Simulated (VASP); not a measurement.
Computed with rev-vdW-DF2, VASP's PBE PAW potentials (set 64) (plane waves; VASP).

VASP ran on this input.

### POSCAR
```
MgB2
1
    1.5384498876    -2.6646728790     0.0000000000
    1.5384498876     2.6646728790     0.0000000000
    0.0000000000     0.0000000000     3.4783160248
Mg B
1 2
Direct
  0.0000000000   0.0000000000   1.0000000000
  0.3333330000   0.6666670000   0.5000000000
  0.6666670000   0.3333330000   0.5000000000
```

**KPOINTS**
```
Automatic mesh
0
Gamma
13 13 10
0 0 0
```

INCAR:
```
SYSTEM=MgB2
PREC=Accurate; ENCUT=520; LREAL=.FALSE.
LASPH=.TRUE.
EDIFF=1E-7; NELM=100; ALGO=Normal
ISMEAR=-5
GGA=MK; LUSE_VDW=.TRUE.; AGGAC=0.0
PARAM1=0.1234568; PARAM2=0.7114; ZAB_VDW=-1.8867
ISIF=2
LWAVE=.FALSE.; LCHARG=.TRUE.; LORBIT=11
NEDOS=601
LEFG=.TRUE.
```

POTCAR, in this order: Mg B (PBE.64 set). Program: vasp_std.

Output

### OUTCAR
```
 ion  position               nearest neighbor table
   1  0.000  0.000  0.000-   2 2.49   3 2.49   2 2.49   3 2.49   3 2.49   3 2.49   2 2.49   2 2.49
                             3 2.49   3 2.49   2 2.49   2 2.49
   2  0.333  0.667  0.500-   3 1.78   3 1.78   3 1.78   1 2.49   1 2.49   1 2.49   1 2.49   1 2.49
                             1 2.49
   3  0.667  0.333  0.500-   2 1.78   2 1.78   2 1.78   1 2.49   1 2.49   1 2.49   1 2.49   1 2.49
                             1 2.49
  LATTYP: Found a hexagonal cell.
 ALAT       =     3.0768993498
 C/A-ratio  =     1.1304614254
 Subroutine PRICEL returns:
 Original cell was already a primitive cell.
 Subroutine GETGRP returns: Found 24 space group operations
The static configuration has the point symmetry D_6h.
The dynamic configuration has the point symmetry D_6h.
 Subroutine INISYM returns: Found 24 space group operations
 Subroutine IBZKPT returns following result:
 Found    126 irreducible k-points:

 Following reciprocal coordinates:
            Coordinates               Weight
  0.000000  0.000000  0.000000      1.000000
  0.076923  0.000000  0.000000      6.000000
  0.153846 -0.000000  0.000000      6.000000
  0.230769 -0.000000  0.000000      6.000000
  0.307692 -0.000000  0.000000      6.000000
  0.384615  0.000000  0.000000      6.000000
  0.461538 -0.000000  0.000000      6.000000
  0.076923  0.076923  0.000000      6.000000
  0.153846  0.076923  0.000000     12.000000
  0.230769  0.076923  0.000000     12.000000
  0.307692  0.076923  0.000000     12.000000
  0.384615  0.076923  0.000000     12.000000
  0.461538  0.076923  0.000000      6.000000
  0.153846  0.153846  0.000000      6.000000
  0.230769  0.153846  0.000000     12.000000
  0.307692  0.153846  0.000000     12.000000
  0.384615  0.153846  0.000000     12.000000
  0.230769  0.230769  0.000000      6.000000
  0.307692  0.230769  0.000000     12.000000
  0.384615  0.230769  0.000000      6.000000
  0.307692  0.307692  0.000000      6.000000
  0.000000  0.000000  0.100000      2.000000
  0.076923  0.000000  0.100000     12.000000
  0.153846 -0.000000  0.100000     12.000000
  0.230769 -0.000000  0.100000     12.000000
  0.307692 -0.000000  0.100000     12.000000
  0.384615  0.000000  0.100000     12.000000
  0.461538 -0.000000  0.100000     12.000000
  0.076923  0.076923  0.100000     12.000000
  0.153846  0.076923  0.100000     24.000000
  0.230769  0.076923  0.100000     24.000000
  0.307692  0.076923  0.100000     24.000000
  0.384615  0.076923  0.100000     24.000000
  0.461538  0.076923  0.100000     12.000000
  0.153846  0.153846  0.100000     12.000000
  0.230769  0.153846  0.100000     24.000000
  0.307692  0.153846  0.100000     24.000000
  0.384615  0.153846  0.100000     24.000000
  0.230769  0.230769  0.100000     12.000000
  0.307692  0.230769  0.100000     24.000000
   k-points           NKPTS =    126   k-points in BZ     NKDIM =    126   number of bands    NBANDS=      8
   number of dos      NEDOS =    601   number of ions     NIONS =      3
   total plane-waves  NPLWV =  16128
   dimension x,y,z NGX =    24 NGY =   24 NGZ =   28
   dimension x,y,z NGXF=    48 NGYF=   48 NGZF=   56
   ions per type =               1   2
   PREC   = accura    normal or accurate (medium, high low for compatibility)
   ISTART =      0    job   : 0-new  1-cont  2-samecut
   ICHARG =      2    charge: 1-file 2-atom 10-const
   ISPIN  =      1    spin polarized calculation?
   LNONCOLLINEAR =      F non collinear calculations
   LSORBIT =      F    spin-orbit coupling
   INIWAV =      1    electr: 0-lowe 1-rand  2-diag
   ENCUT  =  520.0 eV  38.22 Ry    6.18 a.u.   5.72  5.72  6.47*2*pi/ulx,y,z
...
```

OSZICAR:
```
       N       E                     dE             d eps       ncg     rms          rms(c)
DAV:   1     0.815448560662E+01    0.81545E+01   -0.41146E+03  2152   0.858E+02
DAV:   2    -0.144740629954E+02   -0.22629E+02   -0.21905E+02  3024   0.112E+02
DAV:   3    -0.147541664722E+02   -0.28010E+00   -0.28029E+00  2520   0.147E+01
DAV:   4    -0.147545829388E+02   -0.41647E-03   -0.41807E-03  3248   0.532E-01
DAV:   5    -0.147545831107E+02   -0.17196E-06   -0.17344E-06  2544   0.832E-03    0.527E+00
DAV:   6    -0.133365138274E+02    0.14181E+01   -0.23905E+00  2224   0.853E+00    0.257E+00
DAV:   7    -0.130956253880E+02    0.24089E+00   -0.13588E+00  2416   0.633E+00    0.763E-01
DAV:   8    -0.130940192203E+02    0.16062E-02   -0.12006E-01  2184   0.223E+00    0.421E-01
DAV:   9    -0.130876636982E+02    0.63555E-02   -0.25226E-02  2280   0.908E-01    0.635E-02
DAV:  10    -0.130878038897E+02   -0.14019E-03   -0.10205E-03  2992   0.222E-01    0.227E-02
DAV:  11    -0.130877593155E+02    0.44574E-04   -0.36990E-05  2216   0.493E-02    0.326E-03
DAV:  12    -0.130877750563E+02   -0.15741E-04   -0.35452E-06  2488   0.112E-02    0.106E-03
DAV:  13    -0.130877727888E+02    0.22675E-05   -0.10991E-07  2248   0.286E-03    0.285E-04
DAV:  14    -0.130877717224E+02    0.10664E-05   -0.17297E-08  1344   0.839E-04    0.685E-05
DAV:  15    -0.130877716103E+02    0.11210E-06   -0.81004E-10  1232   0.251E-04    0.109E-05
DAV:  16    -0.130877715602E+02    0.50075E-07   -0.10029E-10  1152   0.803E-05
   1 F= -.13087772E+02 E0= -.13087772E+02  d E =0.000000E+00
```

OUTCAR:
```
------------------------ aborting loop because EDIFF is reached ----------------------------------------
  FORCE on cell =-STRESS in cart. coord.  units (eV):
  Direction    XX          YY          ZZ          XY          YZ          ZX
  --------------------------------------------------------------------------------------
  Total       -0.1949053     -0.1949053      0.3192625      0.0000000      0.0000000     -0.0000000
  in kB      -10.9498468    -10.9498427     17.9362741      0.0000000      0.0000000     -0.0000000
  external PRESSURE =      -1.3211385 kB  Pullay stress =       0.0000000 kB
  volume of cell :       28.52
      direct lattice vectors                 reciprocal lattice vectors
     1.538449888 -2.664672879  0.000000000     0.325002461 -0.187640293  0.000000000
     1.538449888  2.664672879  0.000000000     0.325002461  0.187640293  0.000000000
     0.000000000  0.000000000  3.478316025     0.000000000  0.000000000  0.287495441
 POSITION                                       TOTAL-FORCE (eV/Angst)
 -----------------------------------------------------------------------------------
      0.00000      0.00000      0.00000         0.000000     -0.000000      0.000000
      1.53845      0.88823      1.73916         0.000000      0.000000      0.000000
      1.53845     -0.88823      1.73916        -0.000000     -0.000000      0.000000
 -----------------------------------------------------------------------------------
    total drift:                                0.000000     -0.000000      0.000000
  FREE ENERGIE OF THE ION-ELECTRON SYSTEM (eV)
  ---------------------------------------------------
  free  energy   TOTEN  =       -13.0877715602 eV

  energy  without entropy=      -13.0877715602  energy(sigma->0) =      -13.08777156

 total charge

# of ion       s       p       d       tot
------------------------------------------
    1        0.160   0.182   0.060   0.401
    2        0.687   1.247   0.000   1.933
    3        0.687   1.247   0.000   1.933
--------------------------------------------------
tot          1.533   2.675   0.060   4.268

 Electric field gradients after diagonalization (V/A^2)
 (convention: |V_zz| > |V_xx| > |V_yy|)
----------------------------------------------------------------------
 ion       V_xx      V_yy      V_zz     asymmetry (V_yy - V_xx)/ V_zz
----------------------------------------------------------------------
   1       0.192     0.192    -0.383       0.000
   2     -10.118   -10.118    20.235       0.000
   3     -10.118   -10.118    20.235       0.000
```
(Selected blocks of OUTCAR.)

**OUTCAR**
```
 val. band max:        5.2903881541   @ k =   0.0769   0.0769   0.5000

 cond. band min:       5.1944790600   @ k =   0.4615   0.0769   0.3000


 Fermi energy:         5.2959743546

 k-point     1 :       0.0000    0.0000    0.0000
  band No.  band energies     occupation
      1      -7.1115      2.00000
      2       2.5022      2.00000
      3       5.6571     -0.29088
      4       5.6572      0.00000
      5       7.2439      0.00000
      6      11.6540      0.00000
      7      11.6541      0.00000
      8      13.5052      0.00000

 k-point     2 :       0.0769    0.0000    0.0000
  band No.  band energies     occupation
      1      -7.0085      2.00000
      2       2.6023      2.00000
      3       5.1339      1.88860
      4       5.4130      0.65962
      5       7.3320      0.00000
      6      11.5973      0.00000
      7      12.1066      0.00000
      8      13.7304      0.00000

 k-point     3 :       0.1538   -0.0000    0.0000
  band No.  band energies     occupation
      1      -6.7006      2.00000
      2       2.9006      2.00000
      3       3.8735      2.00000
      4       4.8547      2.04260
      5       7.6063      0.00000
      6      11.2885      0.00000
      7      13.2822      0.00000
      8      14.0115      0.00000

 k-point     4 :       0.2308   -0.0000    0.0000
  band No.  band energies     occupation
      1      -6.1909      2.00000
      2       2.3261      2.00000
      3       3.3899      2.00000
      4       4.2407      2.00000
      5       8.0477      0.00000
      6      10.8589      0.00000
      7      12.6362      0.00000
      8      14.7228      0.00000

 k-point     5 :       0.3077   -0.0000    0.0000
  band No.  band energies     occupation
      1      -5.4854      2.00000
      2       0.7361      2.00000
      3       3.7153      2.00000
      4       4.0515      2.00000
      5       8.5902      0.00000
      6      10.5262      0.00000
      7      11.1320      0.00000
...
```

For a metal the tetrahedron method with Blöchl corrections gives inexact stress and forces.

The compound is MgB2 in the AlB2 type structure. It was relaxed first.
